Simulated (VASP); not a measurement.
All values below come from PBE GGA with D3 dispersion (Becke-Johnson damping), VASP's PBE PAW potentials (set 64) (plane waves; VASP).

A VASP calculation is set up with these files.

### INCAR
```
ALGO = Normal
EDIFF = 1E-7
ENCUT = 520
GGA = PE
ISIF = 2
ISMEAR = -5
IVDW = 12
LASPH = T
LCHARG = T
LMAXMIX = 4
LORBIT = 11
LREAL = F
LWAVE = F
NEDOS = 601
NELM = 100
PREC = Accurate
SYSTEM = AgCl
```

File KPOINTS:
```
Automatic mesh
0
Gamma
9 9 9
0 0 0
```

### POSCAR
```
AgCl
1.0
  0.0000000000   2.7527103001   2.7527103001
  2.7527103001   0.0000000000   2.7527103001
  2.7527103001   2.7527103001   0.0000000000
Ag Cl
1 1
Cartesian
  0.0000000000   0.0000000000   0.0000000000
  2.7527103001   2.7527103001   2.7527103001
```

POTCAR, in this order: Ag Cl (PBE.64 set). Program: vasp_std.

The resulting files:

### OSZICAR
```
       N       E                     dE             d eps       ncg     rms          rms(c)
DAV:   1     0.106372673020E+03    0.10637E+03   -0.89400E+03   926   0.125E+03
DAV:   2    -0.119130410219E+01   -0.10756E+03   -0.10171E+03  1140   0.260E+02
DAV:   3    -0.552520622432E+01   -0.43339E+01   -0.43232E+01  1035   0.564E+01
DAV:   4    -0.556090959935E+01   -0.35703E-01   -0.35700E-01  1065   0.568E+00
DAV:   5    -0.556144084790E+01   -0.53125E-03   -0.53125E-03  1045   0.690E-01    0.683E+00
DAV:   6    -0.538630816345E+01    0.17513E+00   -0.32395E-01   960   0.792E+00    0.445E+00
DAV:   7    -0.538264299473E+01    0.36652E-02   -0.10577E-01   920   0.260E+00    0.206E+00
DAV:   8    -0.538189491489E+01    0.74808E-03   -0.52783E-03   960   0.916E-01    0.316E-01
DAV:   9    -0.538195673341E+01   -0.61819E-04   -0.71986E-04  1025   0.379E-01    0.383E-02
DAV:  10    -0.538201252674E+01   -0.55793E-04   -0.77829E-05   940   0.915E-02    0.223E-02
DAV:  11    -0.538202087518E+01   -0.83484E-05   -0.89286E-06   980   0.273E-02    0.356E-03
DAV:  12    -0.538202091640E+01   -0.41223E-07   -0.41975E-07  1065   0.877E-03
   1 F= -.60599923E+01 E0= -.60599923E+01  d E =0.000000E+00
```

File OUTCAR:
```
------------------------ aborting loop because EDIFF is reached ----------------------------------------
 Edisp (eV)   -0.67797
  FORCE on cell =-STRESS in cart. coord.  units (eV):
  Direction    XX          YY          ZZ          XY          YZ          ZX
  --------------------------------------------------------------------------------------
  Total       0.00037     0.00037     0.00037     0.00000     0.00000    -0.00000
  in kB       0.01418     0.01418     0.01418     0.00000     0.00000    -0.00000
  external pressure =        0.01 kB  Pullay stress =        0.00 kB
  volume of cell :       41.72
      direct lattice vectors                 reciprocal lattice vectors
     0.000000000  2.752710300  2.752710300    -0.181639165  0.181639165  0.181639165
     2.752710300  0.000000000  2.752710300     0.181639165 -0.181639165  0.181639165
     2.752710300  2.752710300  0.000000000     0.181639165  0.181639165 -0.181639165
  FREE ENERGIE OF THE ION-ELECTRON SYSTEM (eV)
  ---------------------------------------------------
  free  energy   TOTEN  =        -6.0599922932 eV

  energy  without entropy=       -6.0599922932  energy(sigma->0) =       -6.05999229

 total charge

# of ion       s       p       d       tot
------------------------------------------
    1        0.204   0.146   9.372   9.723
    2        1.604   3.479   0.000   5.082
--------------------------------------------------
tot          1.808   3.625   9.372  14.805
```
(Selected blocks of OUTCAR.)

The compound is AgCl in the rock salt structure. It was relaxed first.
